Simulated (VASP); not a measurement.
VASP ran on this input.

**KPOINTS**
```
Regular mesh
0
G
  8 8 8
0 0 0
```

### POSCAR
```
KF
2.72850
  0.0000000000   1.0000000000   1.0000000000
  1.0000000000   0.0000000000   1.0000000000
  1.0000000000   1.0000000000   0.0000000000
K F
1 1
direct
  0.0000000000   0.0000000000   0.0000000000
  0.5000000000   0.5000000000   0.5000000000
```

INCAR:
```
# general
SYSTEM  = KF
PREC    = Accurate
ENCUT   = 520
LREAL   = .False.
LASPH   = .True.

# electronic loop
EDIFF   = 1E-6
NELM    = 100
ALGO    = Normal
LMIXTAU = .True.

# smearing
ISMEAR  = 0
SIGMA   = 0.05

# functional
METAGGA = R2SCAN

# ions
ISIF    = 2

# output
LWAVE   = .False.
LCHARG  = .False.
```

POTCAR, in this order: K_sv F (PBE.64 set). Program: vasp_std.

### Question
Translate this r2SCAN calculation to Ansatz.

### Answer
One equivalent input (not run):
Ansatz 0.2 input:
```yaml
crystal:
  lattice:
    - [0.0000000, 2.7285000, 2.7285000]
    - [2.7285000, 0.0000000, 2.7285000]
    - [2.7285000, 2.7285000, 0.0000000]
  atoms:
    - { symbol: K, position: [0.0000000, 0.0000000, 0.0000000] }
    - { symbol: F, position: [0.5000000, 0.5000000, 0.5000000] }
kpoints:
  mp_grid: { grid: [8, 8, 8] }
hamiltonian:
  xc: r2scan
  pseudopotentials: { kind: paw }
scf:
  occupations: { method: gaussian, width: 0.05 }
  max_iter: 100
output: { forces: true, stress: true, eigenvalues: true }
```
What does not carry over: each code has its own PAW files, so the cut-off isn't converted (ENCUT is set for VASP's; basis.ecutwfc is left out, and Ansatz then takes the one that its files recommend); Ansatz stops its SCF on the density residual and VASP on the energy change (EDIFF).

The compound is KF in the rock salt structure. The cell was not relaxed at this level. The run is one of a series of settings (GGA removed, LMIXTAU = .TRUE., METAGGA = R2SCAN against the base run), some of them coarse on purpose.
